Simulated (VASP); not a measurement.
# TaC (relaxed from the NiAs structure, space group P6_3/mmc): computed properties

These are PBEsol GGA, VASP's PBE PAW potentials (set 64) (plane waves; VASP) values and carry that method's errors.

* **space group**: P6_3/mmc (194)
* **cell**: a = 3.104 Å, b = 3.104 Å, c = 5.533 Å, α = 90.00°, β = 90.00°, γ = 120.00°
* **volume per atom**: 11.54 Å³/atom
* **band gap (over mesh and band path)**: none (metal, semimetal or under 0.01 eV)
* **Hill bulk modulus**: 316 GPa
* **Hill shear modulus**: 190 GPa
* **Poisson's ratio**: 0.250
* **density**: 13.88 g/cm³
* **optical Γ-point spectrum**: 87 (×2), 263, 459, 464 (×2), 552 (×2), 641 cm⁻¹
* **C11**: 574 GPa
* **C12**: 144 GPa
* **C13**: 173 GPa
* **C33**: 742 GPa
* **C44**: 146 GPa
* **C66**: 215 GPa

```yaml
crystal:
  lattice:
    - [3.10425, 0.00000, 0.00000]
    - [-1.55213, 2.68836, 0.00000]
    - [0.00000, 0.00000, 5.53325]
  atoms:
    - { symbol: Ta, position: [0.00000, 0.00000, 0.00000] }
    - { symbol: Ta, position: [0.00000, 0.00000, 0.50000] }
    - { symbol: C, position: [0.33333, 0.66667, 0.25000] }
    - { symbol: C, position: [0.66667, 0.33333, 0.75000] }
```

Finite-difference elastic constants of metals are sensitive to mesh and smearing; shear constants can be off by tens of GPa. Unless said otherwise, spin-orbit coupling is left out, though it shifts the bands of the heavy elements here.

The structure was generated: TaC was put into the NiAs type (P6_3/mmc), which need not be its known phase. It was relaxed first, which changed the volume by -44 %. Symmetry was kept, so distortions that lower it aren't found.
